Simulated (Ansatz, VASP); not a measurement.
Two plane-wave programs on NbTe

```xyz
2
Lattice="3.7030 0.0000 0.0000 -1.8515 3.2069 0.0000 0.0000 0.0000 3.6942" Properties=species:S:1:pos:R:3 pbc="T T T"
Te    1.8515    1.0690    0.0000
Nb    0.0000    0.0000    1.8471
```

The cell comes from a database or a generator and needn't be the stable form of this composition.

Alike in both runs: task single point; functional PBEsol; k mesh 8 × 8 × 7; occupations fermi-dirac, width 0.05 eV; no spin polarisation.

|  | VASP | Ansatz |
| --- | --- | --- |
| version | VASP 6.6.1 | Ansatz 0.2.0 |
| potentials or method | VASP PAW PBE potentials, release 64 (Te, Nb_sv) | Ansatz PAW |
| plane-wave cutoff (eV) | 520 | 420 |
| valence electrons in the cell | 19 | 29 |

VASP gave:

| Quantity | Value |
| --- | --- |
| gap on the k mesh at the Fermi level (eV) | none |
| pressure (GPa) | -5.3 |

**Question.** Estimate Ansatz's values.

**Answer.** gap on the k mesh at the Fermi level (eV): none; pressure (GPa): -5.2.

A gap of «none» marks a metal or a gap that the smearing closes. The two sets of potentials don't hold the same shells in valence.

Caveats: the PAW data sets were made with another functional, which shifts forces and pressure a little (VASP); the PAW data sets come from PBE, with cores solved anew for the run's functional, which leaves a small shift of forces and pressure (Ansatz). The runs have no spin-orbit coupling, so splittings on Te are missing.
